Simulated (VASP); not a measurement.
Energy against volume of Li (bcc). Computed with optB88-vdW, VASP's PBE PAW potentials (set 64) (plane waves; VASP).

```csv
V (Å³/atom),E (eV/atom)
18.797,-0.97352
19.397,-0.97663
19.996,-0.97791
20.596,-0.97759
21.196,-0.97587
```

Question: Fit a third-order Birch-Murnaghan equation of state.

Answer: 
| Property | Result |
|---|---|
| volume per atom | 20.17 Å³/atom |
| bulk modulus | 13.8 GPa |
| pressure derivative of the bulk modulus | 3.56 |
| lattice constant a | 3.429 Å |

Measured: bulk modulus 13.8 GPa at 0 K (computed value off by +0.1 %), as given by H. Levämäki et al., Physical Review B (2014), arXiv:1402.3671 [corrected for temperature and zero-point phonon effects]; a 3.449 Å at 0 K (computed value off by -0.6 %), as given by Gábor I. Csonka et al., Physical Review B (2009), arXiv:0903.4037 [low-temperature or extrapolated to 0 K; zero-point anharmonic expansion removed].

The compound is Li in the bcc structure. It was relaxed first, which changed the volume by -5 %.
